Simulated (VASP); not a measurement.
Input for VASP

INCAR:
```
SYSTEM = LaScO3
PREC = Accurate; ENCUT = 240; LREAL = Auto
LASPH = T
EDIFF = 1E-6; NELM = 100; ALGO = Normal
LMAXMIX = 6
ISMEAR = 0; SIGMA = 0.136
GGA = PE
ISIF = 2
LWAVE = F; LCHARG = F
```

KPOINTS:
```
Regular mesh
0
Gamma
  3 3 3
0 0 0
```

File POSCAR:
```
LaScO3
1
    5.8905830000     0.0000000000     0.0000000000
    0.0000000000     8.2237940000     0.0000000000
    0.0000000000     0.0000000000     5.7703360000
La Sc O
4 4 12
Direct
  0.9553800000   0.2500000000   0.0114600000
  0.0446200000   0.7500000000   0.9885400000
  0.5446200000   0.7500000000   0.5114600000
  0.4553800000   0.2500000000   0.4885400000
  0.5000000000   0.0000000000   0.0000000000
  0.0000000000   0.0000000000   0.5000000000
  0.0000000000   0.5000000000   0.5000000000
  0.5000000000   0.5000000000   0.0000000000
  0.5337700000   0.2500000000   0.8994800000
  0.4662300000   0.7500000000   0.1005200000
  0.9662300000   0.7500000000   0.3994800000
  0.0337700000   0.2500000000   0.6005200000
  0.2962800000   0.9464800000   0.7036200000
  0.7037200000   0.0535200000   0.2963800000
  0.2037200000   0.0535200000   0.2036200000
  0.7962800000   0.9464800000   0.7963800000
  0.7962800000   0.5535200000   0.7963800000
  0.2037200000   0.4464800000   0.2036200000
  0.7037200000   0.4464800000   0.2963800000
  0.2962800000   0.5535200000   0.7036200000
```

POTCAR, in this order: La Sc_sv O (PBE.64 set). Program: vasp_std.

Problem. Write an equivalent input for Quantum ESPRESSO's pw.x.

Solution. One equivalent input (not run):
```
&CONTROL
  calculation = 'scf'
  pseudo_dir = './pseudo'
  outdir = './out'
  tprnfor = .true.
  tstress = .true.
/
&SYSTEM
  ibrav = 0
  nat = 20
  ntyp = 3
  ecutwfc = 110
  occupations = 'smearing'
  smearing = 'gaussian'
  degauss = 0.009996
  input_dft = 'pbe'
/
&ELECTRONS
  conv_thr = 7.3e-08
  electron_maxstep = 100
/
ATOMIC_SPECIES
  La 138.905 La.upf
  Sc 44.956 Sc.upf
  O 15.999 O.upf
CELL_PARAMETERS angstrom
     5.8905830    0.0000000    0.0000000
     0.0000000    8.2237940    0.0000000
     0.0000000    0.0000000    5.7703360
ATOMIC_POSITIONS crystal
  La   0.9553800  0.2500000  0.0114600
  La   0.0446200  0.7500000  0.9885400
  La   0.5446200  0.7500000  0.5114600
  La   0.4553800  0.2500000  0.4885400
  Sc   0.5000000  0.0000000  0.0000000
  Sc   0.0000000  0.0000000  0.5000000
  Sc   0.0000000  0.5000000  0.5000000
  Sc   0.5000000  0.5000000  0.0000000
  O    0.5337700  0.2500000  0.8994800
  O    0.4662300  0.7500000  0.1005200
  O    0.9662300  0.7500000  0.3994800
  O    0.0337700  0.2500000  0.6005200
  O    0.2962800  0.9464800  0.7036200
  O    0.7037200  0.0535200  0.2963800
  O    0.2037200  0.0535200  0.2036200
  O    0.7962800  0.9464800  0.7963800
  O    0.7962800  0.5535200  0.7963800
  O    0.2037200  0.4464800  0.2036200
  O    0.7037200  0.4464800  0.2963800
  O    0.2962800  0.5535200  0.7036200
K_POINTS automatic
  3 3 3 0 0 0
```
The two are equivalent in intent, not identical: the potentials are each code's own (VASP's PAW set, PseudoDojo norm-conserving files in pw.x), so ENCUT and ecutwfc are chosen apart and not converted; conv_thr bounds pw.x's estimated SCF error, while EDIFF bounds the energy change between steps.

The structure comes from a computed database's LaScO3 entry; how it stands against other phases isn't given here. The cell was not relaxed at this level. The run is one of a series of settings (ENCUT = 240, SIGMA = 0.136, KPOINTS 3×3×3 Γ-centred mesh against the base run), some of them coarse on purpose.
